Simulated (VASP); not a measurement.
```
CELL_PARAMETERS angstrom
      0.00000     2.26670     2.26670
      2.26670     0.00000     2.26670
      2.26670     2.26670     0.00000
ATOMIC_POSITIONS crystal
  Li 0.25000 0.25000 0.25000
  Li 0.75000 0.75000 0.75000
  O  0.00000 0.00000 0.00000
```

All values below come from PBE GGA with D3 dispersion (Becke-Johnson damping), VASP's PBE PAW potentials (set 64) (plane waves; VASP). Run with 520 eV cut-off, 9×9×9 Γ-centred mesh, tetrahedra with Blöchl corrections, potentials Li_sv O.

**Question.** The job: Li$_{2}$O (antifluorite), 3 atoms, PBE-D3(BJ), static run, 520 eV, 9×9×9 Γ-centred mesh. Roughly how much core time does it take on a busy server core?

**Answer.** About 20 core-seconds (one run on a shared machine, a rough figure). It had 35 irreducible k-points, 10 bands, up to 638 plane waves and 13 electronic steps.

The compound is Li2O in the antifluorite structure. It was relaxed first, which changed the volume by -6 %.
